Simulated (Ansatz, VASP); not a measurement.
CuSn3: VASP beside Ansatz

```
Sn Cu
1.0
    -2.20963    2.20963    4.80488
     2.20963   -2.20963    4.80488
     2.20963    2.20963   -4.80488
Sn Cu
3 1
Direct
  0.50000 0.50000 0.00000
  0.25000 0.75000 0.50000
  0.75000 0.25000 0.50000
  0.00000 0.00000 0.00000
```

Change from the starting cell: volume scaled by 0.96.

Alike in both runs: task single point; functional PBE; k mesh 8 × 8 × 8; occupations fermi-dirac, width 0.05 eV; no spin polarisation.

|  | VASP | Ansatz |
| --- | --- | --- |
| version | VASP 6.6.1 | Ansatz 0.2.0 |
| potentials or method | VASP PAW PBE potentials, release 64 (Sn_d, Cu) | Ansatz PAW |
| plane-wave cutoff (eV) | 520 | 420 |
| valence electrons in the cell | 53 | 61 |

Ansatz gave:

```
gap on the k mesh at the Fermi level (eV)       : none
pressure (GPa)                                  : 1.2
largest component of the traceless stress (GPa) : 0.19
```

Question: Which values does VASP return?

Answer: gap on the k mesh at the Fermi level (eV): none; pressure (GPa): 1.2; largest component of the traceless stress (GPa): 0.18.

A gap of «none» marks a metal or a gap that the smearing closes. The two sets of potentials don't hold the same shells in valence.
